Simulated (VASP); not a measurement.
# LiBe16 in VASP: notebook, part 2 of 2

VASP 6.6.1. Earlier steps stand in the parts before.

## 3. Single point, PBE

The input, INCAR:

```
SYSTEM = LiBe16
PREC = Accurate ; ENCUT = 520
EDIFF = 1E-6 ; ISMEAR = 0
SIGMA = 0.1 ; LREAL = Auto
LASPH = .TRUE. ; NELM = 100
ALGO = Fast ; ISIF = 2
LWAVE = .FALSE. ; LCHARG = .FALSE.
GGA = PE ; NBANDS = 32
```

The input, KPOINTS:

```
Automatic mesh
0
G
  5 5 1
  0 0 0
```

The input, POSCAR:

```
LiBe16
1.0
    4.5800000000      0.0000000000      0.0000000000
    2.2900000000      3.9663960000      0.0000000000
    0.0000000000      0.0000000000     18.3826450000
Be Li
16 1
Direct
   -0.1666666667      0.3333333333      0.0543990813
    0.3333333333      0.3333333333      0.0543990813
   -0.1666666667      0.8333333333      0.0543990813
    0.3333333333      0.8333333333      0.0543990813
    0.0001065364     -0.0003257365      0.1555936591
    0.5000952212      0.0000012606      0.1561662100
    0.0001552639      0.5002082495      0.1556448487
    0.4997124536      0.5001139574      0.1555415448
   -0.1663310838      0.3333285431      0.2558061150
    0.3337544748      0.3322093911      0.2557418152
   -0.1678058507      0.8338335355      0.2558754739
    0.3338107580      0.8339522831      0.2556094077
   -0.0008358605      0.0016402800      0.3536017260
    0.4997895197      0.0000000000      0.3613272192
   -0.0006231031      0.4993898743      0.3541502325
    0.5020166097      0.4989811910      0.3530453316
    0.1795220561      0.6668078528      0.4631918856
```

Potentials or basis: VASP PAW PBE potentials, release 64 (Be, Li_sv).

Launch:

```bash
> cat potpaw_PBE.64/Be/POTCAR potpaw_PBE.64/Li_sv/POTCAR > POTCAR
> mpirun -np 1 vasp_std > vasp.out
```

OUTCAR:

```text
SYSTEM = LiBe16
   PREC = Accurate
   ENCUT = 520
   EDIFF = 1E-6
   ISMEAR = 0
   LREAL = Auto
   LASPH = .TRUE.
   NELM = 100
   ISIF = 2
   GGA = PE

 ion  position               nearest neighbor table
   1  0.833  0.333  0.054-   8 2.28   5 2.28   7 2.28   3 2.29   3 2.29   4 2.29   4 2.29   2 2.29
                             2 2.29
   2  0.333  0.333  0.054-   8 2.28   7 2.28   4 2.29   3 2.29   4 2.29   3 2.29   1 2.29   1 2.29
                             6 2.29
   3  0.833  0.833  0.054-   5 2.28   7 2.28   1 2.29   1 2.29   2 2.29   2 2.29   4 2.29   4 2.29
                             6 2.29
   4  0.333  0.833  0.054-   8 2.28   5 2.28   2 2.29   1 2.29   2 2.29   1 2.29   3 2.29   3 2.29
[... 663 lines left out ...]
  in kB      -54.7075898    -54.6944778     -0.8161702     -0.1604586     -0.0004847      0.0178456
  external PRESSURE =     -36.7394126 kB  Pullay stress =       0.0000000 kB

 VOLUME and BASIS-vectors are now :
 -----------------------------------------------------------------------------
  energy-cutoff  :      520.00
  volume of cell :      333.94
      direct lattice vectors                 reciprocal lattice vectors
     4.580000000  0.000000000  0.000000000     0.218340611 -0.126059022  0.000000000
     2.290000000  3.966396000  0.000000000     0.000000000  0.252118044  0.000000000
     0.000000000  0.000000000 18.382645000     0.000000000  0.000000000  0.054399136

 POSITION                                       TOTAL-FORCE (eV/Angst)
 -----------------------------------------------------------------------------------
      4.58000      1.32213      1.00000         0.002372     -0.000033     -0.013903
      2.29000      1.32213      1.00000        -0.002507     -0.023612      0.003625
      5.72500      3.30533      1.00000        -0.020505      0.010429      0.008242
      3.43500      3.30533      1.00000         0.020346      0.013230     -0.001149
      2.28974      3.96510      2.86022        -0.000487     -0.007255     -0.002430
      2.29044      0.00001      2.87075         0.001062     -0.000014      0.016490
[... 9 lines left out ...]
      3.44190      1.97916      6.48991        -0.002448      0.002870      0.007310
      2.34920      2.64482      8.51469         0.001783     -0.000201      0.007920
 -----------------------------------------------------------------------------------
    total drift:                                0.001048     -0.000249      0.001291

  FREE ENERGIE OF THE ION-ELECTRON SYSTEM (eV)
  ---------------------------------------------------
  free  energy   TOTEN  =       -58.7794439723 eV

  energy  without entropy=      -58.7605439083  energy(sigma->0) =      -58.76999394
```

OSZICAR:

```text
N       E                     dE             d eps       ncg     rms          rms(c)
DAV:   1     0.100127258805E+03    0.10013E+03   -0.12068E+04   832   0.846E+02
DAV:   2    -0.508917369345E+02   -0.15102E+03   -0.14277E+03  1088   0.172E+02
DAV:   3    -0.615008554177E+02   -0.10609E+02   -0.10406E+02  1280   0.389E+01
[... 16 lines left out ...]
RMM:  20    -0.587794244171E+02   -0.20246E-04   -0.70682E-05  1447   0.298E-02    0.233E-03
RMM:  21    -0.587794346936E+02   -0.10276E-04   -0.35637E-05  1394   0.217E-02    0.137E-03
RMM:  22    -0.587794422336E+02   -0.75400E-05   -0.16053E-05  1313   0.160E-02    0.104E-03
RMM:  23    -0.587794435061E+02   -0.12725E-05   -0.86869E-06  1218   0.126E-02    0.977E-04
RMM:  24    -0.587794439723E+02   -0.46619E-06   -0.37311E-06  1101   0.102E-02
   1 F= -.58779444E+02 E0= -.58769994E+02  d E =-.189001E-01
```

stdout:

```text
POSCAR found type information on POSCAR BeLi
 POSCAR found :  2 types and      17 ions
 scaLAPACK will be used
 LDA part: xc-table for (Slater+PW92), standard interpolation
 POSCAR, INCAR and KPOINTS ok, starting setup
 FFT: planning ... GRIDC
 FFT: planning ... GRID_SOFT
 FFT: planning ... GRID
 WAVECAR not read
 entering main loop
WARNING in EDDRMM: call to ZHEGV failed, returncode =   6  3      4
```

Run time: 4.2 min. Hardware: 1 thread of Intel Xeon Platinum 8488C (Sapphire Rapids), shared host; peak memory 0.44 GiB.

Results:

```
Free energy            : -58.7794 eV
Largest force          : 0.034 eV/Å
Band gap on the k mesh : none (metal or under the smearing width)
```

Forces in eV/Å, atoms in the order of the input:
```
Be   0.002  0.000 -0.014
Be  -0.003 -0.024  0.004
Be  -0.021  0.010  0.008
Be   0.020  0.013 -0.001
Be   0.000 -0.007 -0.002
Be   0.001  0.000  0.016
Be   0.006  0.004 -0.001
Be  -0.006  0.003 -0.004
Be  -0.001  0.000  0.012
Be   0.001  0.016 -0.020
Be   0.013 -0.007 -0.021
Be  -0.015 -0.009 -0.020
Be   0.002 -0.001  0.000
Be   0.000  0.000  0.034
Be   0.000 -0.001 -0.006
Be  -0.002  0.003  0.007
Li   0.002  0.000  0.008
```

Caveat: the cutoff is under 1.25 times the usual one of these potentials, so pressure, stress and relaxed cells hold a basis-set (Pulay) error.

## 4. Single point, PBE

The input, INCAR:

```
ALGO     = Fast           # electronic algorithm
EDIFF    = 1E-6           # SCF threshold, eV
ENCUT    = 520            # plane-wave cutoff, eV
GGA      = PE             # functional
ISIF     = 2              # what is computed and relaxed
ISMEAR   = 0              # smearing method
LASPH    = T              # aspherical terms in the spheres
LCHARG   = F              # write CHGCAR
LREAL    = Auto         
LWAVE    = F              # write WAVECAR
NBANDS   = 32             # bands
NELM     = 100            # most SCF steps
PREC     = Accurate       # precision mode
SIGMA    = 0.1            # smearing width, eV
```

The input, KPOINTS:

```
k-points
0
Gamma
  5 5 1
```

The input, POSCAR:

```
LiBe16
1.0
    4.5800000000      0.0000000000      0.0000000000
    2.2900000000      3.9663960000      0.0000000000
    0.0000000000      0.0000000000     18.3826450000
Be Li
16 1
Direct
   -0.1666666667      0.3333333333      0.0543990813
    0.3333333333      0.3333333333      0.0543990813
   -0.1666666667      0.8333333333      0.0543990813
    0.3333333333      0.8333333333      0.0543990813
    0.0001924621     -0.0007805575      0.1558613573
    0.5007482691     -0.0006781975      0.1561558742
   -0.0001214227      0.5006131511      0.1555726067
    0.4999160096      0.5002173258      0.1549896111
   -0.1646325530      0.3317843201      0.2557662404
    0.3332830318      0.3329907049      0.2548308472
   -0.1674547182      0.8339046328      0.2565843490
    0.3331410044      0.8341852402      0.2554428919
    0.0005228071     -0.0007006360      0.3568906977
    0.4991551140      0.0006814751      0.3610636554
    0.0000408916      0.4988566447      0.3545381527
    0.5039076646      0.4979641468      0.3501181685
    0.2618093775      0.5838930354      0.4631257363
```

Potentials or basis: VASP PAW PBE potentials, release 64 (Be, Li_sv).

Launch:

```bash
> cat potpaw_PBE.64/Be/POTCAR potpaw_PBE.64/Li_sv/POTCAR > POTCAR
> mpirun -np 1 vasp_std > vasp.out
```

OUTCAR:

```text
EDIFF = 1E-6
   ENCUT = 520
   GGA = PE
   ISIF = 2
   ISMEAR = 0
   LASPH = T
   LREAL = Auto
   NELM = 100
   PREC = Accurate

 ion  position               nearest neighbor table
   1  0.833  0.333  0.054-   8 2.27   7 2.28   5 2.29   3 2.29   3 2.29   4 2.29   4 2.29   2 2.29
                             2 2.29
   2  0.333  0.333  0.054-   8 2.27   7 2.28   4 2.29   3 2.29   4 2.29   3 2.29   1 2.29   1 2.29
                             6 2.29
   3  0.833  0.833  0.054-   7 2.28   5 2.28   6 2.29   1 2.29   1 2.29   2 2.29   2 2.29   4 2.29
                             4 2.29
   4  0.333  0.833  0.054-   8 2.27   5 2.29   2 2.29   1 2.29   2 2.29   1 2.29   3 2.29   3 2.29
[... 663 lines left out ...]
  in kB      -54.1835701    -55.8087012     -0.8011547     -0.4427620      0.1003756     -0.1832025
  external PRESSURE =     -36.9311420 kB  Pullay stress =       0.0000000 kB

 VOLUME and BASIS-vectors are now :
 -----------------------------------------------------------------------------
  energy-cutoff  :      520.00
  volume of cell :      333.94
      direct lattice vectors                 reciprocal lattice vectors
     4.580000000  0.000000000  0.000000000     0.218340611 -0.126059022  0.000000000
     2.290000000  3.966396000  0.000000000     0.000000000  0.252118044  0.000000000
     0.000000000  0.000000000 18.382645000     0.000000000  0.000000000  0.054399136

 POSITION                                       TOTAL-FORCE (eV/Angst)
 -----------------------------------------------------------------------------------
      4.58000      1.32213      1.00000         0.013363     -0.013784     -0.019957
      2.29000      1.32213      1.00000        -0.012267     -0.028074     -0.030318
      5.72500      3.30533      1.00000        -0.011822      0.012906      0.032498
      3.43500      3.30533      1.00000         0.012649      0.027795     -0.004804
      2.28909      3.96330      2.86514        -0.000142      0.000859      0.004752
      4.58187      3.96371      2.87056         0.002168     -0.001946      0.005962
[... 9 lines left out ...]
      3.44824      1.97512      6.43610        -0.003210      0.001490      0.014266
      2.53620      2.31595      8.51348        -0.005344      0.003251      0.005181
 -----------------------------------------------------------------------------------
    total drift:                                0.001052      0.000283     -0.000060

  FREE ENERGIE OF THE ION-ELECTRON SYSTEM (eV)
  ---------------------------------------------------
  free  energy   TOTEN  =       -58.7777483047 eV

  energy  without entropy=      -58.7584881400  energy(sigma->0) =      -58.76811822
```

OSZICAR:

```text
N       E                     dE             d eps       ncg     rms          rms(c)
DAV:   1     0.100439273949E+03    0.10044E+03   -0.12046E+04   832   0.847E+02
DAV:   2    -0.509068282118E+02   -0.15135E+03   -0.14277E+03  1096   0.172E+02
DAV:   3    -0.614920612490E+02   -0.10585E+02   -0.10393E+02  1280   0.390E+01
[... 16 lines left out ...]
RMM:  20    -0.587777280935E+02   -0.27111E-04   -0.78284E-05  1491   0.313E-02    0.200E-03
RMM:  21    -0.587777386735E+02   -0.10580E-04   -0.39195E-05  1423   0.228E-02    0.115E-03
RMM:  22    -0.587777462694E+02   -0.75959E-05   -0.17634E-05  1316   0.169E-02    0.110E-03
RMM:  23    -0.587777477898E+02   -0.15204E-05   -0.95774E-06  1262   0.135E-02    0.106E-03
RMM:  24    -0.587777483047E+02   -0.51488E-06   -0.40930E-06  1124   0.109E-02
   1 F= -.58777748E+02 E0= -.58768118E+02  d E =-.192602E-01
```

stdout:

```text
POSCAR found type information on POSCAR BeLi
 POSCAR found :  2 types and      17 ions
 scaLAPACK will be used
 LDA part: xc-table for (Slater+PW92), standard interpolation
 POSCAR, INCAR and KPOINTS ok, starting setup
 FFT: planning ... GRIDC
 FFT: planning ... GRID_SOFT
 FFT: planning ... GRID
 WAVECAR not read
 entering main loop
```

Wall time 4.3 min (1 thread of Intel Xeon Platinum 8488C (Sapphire Rapids), shared host); peak memory 0.44 GiB.

What came out:

```
Free energy            : -58.7777 eV
Largest force          : 0.043 eV/Å
Band gap on the k mesh : none (metal or under the smearing width)
```

Forces in eV/Å, atoms in the order of the input:
```
Be   0.013 -0.014 -0.020
Be  -0.012 -0.028 -0.030
Be  -0.012  0.013  0.032
Be   0.013  0.028 -0.005
Be   0.000  0.001  0.005
Be   0.002 -0.002  0.006
Be   0.000  0.000  0.006
Be   0.000 -0.001  0.007
Be   0.009 -0.005 -0.012
Be  -0.006 -0.005  0.001
Be  -0.002  0.002 -0.009
Be   0.002  0.009 -0.005
Be   0.000 -0.003 -0.006
Be   0.000  0.000  0.007
Be   0.001  0.001  0.005
Be  -0.003  0.001  0.014
Li  -0.005  0.003  0.005
```

Caveat: the cutoff is under 1.25 times the usual one of these potentials, so pressure, stress and relaxed cells hold a basis-set (Pulay) error.

## 5. Single point, PBE

The input, INCAR:

```
SYSTEM = LiBe16
ALGO = Fast
EDIFF = 1E-7
ENCUT = 520
GGA = PE
ISIF = 2
ISMEAR = 0
LASPH = .TRUE.
LCHARG = .FALSE.
LREAL = Auto
LWAVE = .FALSE.
NBANDS = 32
NELM = 100
PREC = Accurate
SIGMA = 0.1
```

The input, KPOINTS:

```
k-points
0
G
  5 5 1
  0 0 0
```

The input, POSCAR:

```
LiBe16
1.0
    4.5800000000      0.0000000000      0.0000000000
    2.2900000000      3.9663960000      0.0000000000
    0.0000000000      0.0000000000     18.3826450000
Be Li
16 1
Direct
   -0.1666666667      0.3333333333      0.0543990813
    0.3333333333      0.3333333333      0.0543990813
   -0.1666666667      0.8333333333      0.0543990813
    0.3333333333      0.8333333333      0.0543990813
   -0.0000284270     -0.0006789539      0.1560454983
    0.5011302482     -0.0010203217      0.1559827217
   -0.0005753209      0.5009353579      0.1556560005
    0.5002010748      0.5002952302      0.1546711586
   -0.1636593520      0.3313352978      0.2555378728
    0.3331767309      0.3331792892      0.2544021277
   -0.1671662799      0.8338539571      0.2572064031
    0.3324977281      0.8351914433      0.2553878944
    0.0006452984     -0.0015464921      0.3594667688
    0.4988013965      0.0011509189      0.3594708487
    0.0006623245      0.4986246961      0.3558627173
    0.5038266274      0.4990288413      0.3481765546
    0.3444310467      0.4990003520      0.4631479855
```

Potentials or basis: VASP PAW PBE potentials, release 64 (Be, Li_sv).

Launch:

```bash
> cat potpaw_PBE.64/Be/POTCAR potpaw_PBE.64/Li_sv/POTCAR > POTCAR
> mpirun -np 1 vasp_std > vasp.out
```

OUTCAR:

```text
SYSTEM = LiBe16
   EDIFF = 1E-7
   ENCUT = 520
   GGA = PE
   ISIF = 2
   ISMEAR = 0
   LASPH = .TRUE.
   LREAL = Auto
   NELM = 100
   PREC = Accurate

 ion  position               nearest neighbor table
   1  0.833  0.333  0.054-   8 2.27   7 2.28   3 2.29   3 2.29   4 2.29   4 2.29   2 2.29   2 2.29
                             5 2.29
   2  0.333  0.333  0.054-   8 2.27   7 2.28   4 2.29   3 2.29   4 2.29   3 2.29   1 2.29   1 2.29
                             6 2.29
   3  0.833  0.833  0.054-   7 2.28   6 2.29   5 2.29   1 2.29   1 2.29   2 2.29   2 2.29   4 2.29
                             4 2.29
   4  0.333  0.833  0.054-   8 2.27   6 2.29   5 2.29   2 2.29   1 2.29   2 2.29   1 2.29   3 2.29
[... 663 lines left out ...]
  in kB      -54.5055908    -56.3735381     -0.6820662     -0.1384436      0.0222205     -0.3756132
  external PRESSURE =     -37.1870650 kB  Pullay stress =       0.0000000 kB

 VOLUME and BASIS-vectors are now :
 -----------------------------------------------------------------------------
  energy-cutoff  :      520.00
  volume of cell :      333.94
      direct lattice vectors                 reciprocal lattice vectors
     4.580000000  0.000000000  0.000000000     0.218340611 -0.126059022  0.000000000
     2.290000000  3.966396000  0.000000000     0.000000000  0.252118044  0.000000000
     0.000000000  0.000000000 18.382645000     0.000000000  0.000000000  0.054399136

 POSITION                                       TOTAL-FORCE (eV/Angst)
 -----------------------------------------------------------------------------------
      4.58000      1.32213      1.00000         0.023713     -0.020015     -0.019106
      2.29000      1.32213      1.00000        -0.021115     -0.023451     -0.054194
      5.72500      3.30533      1.00000        -0.001988      0.008927      0.047745
      3.43500      3.30533      1.00000         0.003749      0.035256     -0.009060
      6.86831      3.96370      2.86853         0.001737      0.000634      0.009728
      4.58284      3.96235      2.86737         0.001394     -0.000259      0.010145
[... 9 lines left out ...]
      3.45030      1.97935      6.40041        -0.008372     -0.001976      0.029204
      2.72020      1.97923      8.51388        -0.009937      0.004331     -0.002487
 -----------------------------------------------------------------------------------
    total drift:                                0.001932      0.001281      0.001621

  FREE ENERGIE OF THE ION-ELECTRON SYSTEM (eV)
  ---------------------------------------------------
  free  energy   TOTEN  =       -58.7734182106 eV

  energy  without entropy=      -58.7543261680  energy(sigma->0) =      -58.76387219
```

Wall time 5.9 min (1 thread of Intel Xeon Platinum 8488C (Sapphire Rapids), shared host); peak memory 0.44 GiB.

What came out:

| Property | Result |
| --- | --- |
| Free energy | -58.7734 eV |
| Largest force | 0.063 eV/Å |
| Band gap on the k mesh | none (metal or under the smearing width) |

Forces on the atoms (eV/Å):
```
Be   0.024 -0.020 -0.019
Be  -0.021 -0.023 -0.054
Be  -0.002  0.009  0.048
Be   0.004  0.035 -0.009
Be   0.002  0.001  0.010
Be   0.001  0.000  0.010
Be   0.001 -0.001  0.010
Be  -0.001 -0.001  0.010
Be   0.015 -0.008 -0.017
Be  -0.009 -0.006 -0.004
Be   0.001  0.001 -0.011
Be   0.001  0.015 -0.011
Be  -0.001 -0.003 -0.003
Be   0.000  0.000  0.010
Be   0.003 -0.001  0.005
Be  -0.008 -0.002  0.029
Li  -0.010  0.004 -0.002
```

Levels at points of the mesh, in eV from the Fermi level:
```
           k point  band 16  band 17  band 18  band 19  band 20  band 21
(0.00, 0.00, 0.00)    -1.86    -1.84    -1.84     0.31     2.36     2.40
```

Caveat: the cutoff is under 1.25 times the usual one of these potentials, so pressure, stress and relaxed cells hold a basis-set (Pulay) error.

## 6. Single point, PBE

The input, INCAR:

```
SYSTEM = LiBe16
ALGO = Fast
EDIFF = 1E-6
ENCUT = 520
GGA = PE
ISIF = 2
ISMEAR = 0
LASPH = .True.
LCHARG = .True.
LELF = .True.
LREAL = Auto
LVHAR = .True.
LWAVE = .False.
NBANDS = 32
NELM = 100
PREC = Accurate
SIGMA = 0.1
```

The input, KPOINTS:

```
k-points
0
Gamma
  5 5 1
  0 0 0
```

The input, POSCAR:

```
LiBe16
1.0
    4.5800000000      0.0000000000      0.0000000000
    2.2900000000      3.9663960000      0.0000000000
    0.0000000000      0.0000000000     18.3826450000
Be Li
16 1
Direct
   -0.1666666667      0.3333333333      0.0543990813
    0.3333333333      0.3333333333      0.0543990813
   -0.1666666667      0.8333333333      0.0543990813
    0.3333333333      0.8333333333      0.0543990813
   -0.0003814995     -0.0003413678      0.1561043038
    0.5011463171     -0.0009179618      0.1558008654
   -0.0009311381      0.5011330185      0.1558300234
    0.5003277890      0.5002924569      0.1545768849
   -0.1638116562      0.3317298626      0.2553643940
    0.3331906451      0.3331361770      0.2542660210
   -0.1665380139      0.8333113991      0.2573997920
    0.3316651897      0.8362508433      0.2553752738
   -0.0006206106     -0.0004696959      0.3603080514
    0.4986665109      0.0010866288      0.3574635750
    0.0012081833      0.4986050309      0.3577755541
    0.5013986045      0.5017744068      0.3476257633
    0.4274841423      0.4148282219      0.4631809514
```

Potentials or basis: VASP PAW PBE potentials, release 64 (Be, Li_sv).

Launch:

```bash
> cat potpaw_PBE.64/Be/POTCAR potpaw_PBE.64/Li_sv/POTCAR > POTCAR
> mpirun -np 1 vasp_std > vasp.out
```

It took 4.8 min on 1 thread of Intel Xeon Platinum 8488C (Sapphire Rapids), shared host; peak memory 0.44 GiB.

The run converged. Its results:

```yaml
Free_energy: -58.7713 eV
Largest_force: 0.069 eV/Å
Band_gap_on_the_k_mesh: none (metal or under the smearing width)
```

Forces in eV/Å, atoms in the order of the input:
```
Be   0.031 -0.020 -0.014
Be  -0.028 -0.015 -0.061
Be   0.005  0.002  0.052
Be  -0.002  0.036 -0.015
Be   0.002  0.001  0.008
Be   0.000  0.002  0.008
Be   0.002  0.000  0.008
Be  -0.001 -0.001  0.010
Be   0.011 -0.004 -0.009
Be  -0.007 -0.004 -0.002
Be   0.002  0.001 -0.010
Be   0.002  0.012 -0.010
Be  -0.003 -0.001  0.000
Be   0.000  0.000  0.006
Be   0.000  0.000  0.006
Be  -0.005 -0.003  0.023
Li  -0.008 -0.005 -0.002
```

Levels at points of the mesh, in eV from the Fermi level:
| k point | band 16 | band 17 | band 18 | band 19 | band 20 | band 21 |
| --- | --- | --- | --- | --- | --- | --- |
| (0.00, 0.00, 0.00) | -1.86 | -1.84 | -1.84 | 0.30 | 2.37 | 2.38 |

Caveat: the cutoff is under 1.25 times the usual one of these potentials, so pressure, stress and relaxed cells hold a basis-set (Pulay) error.
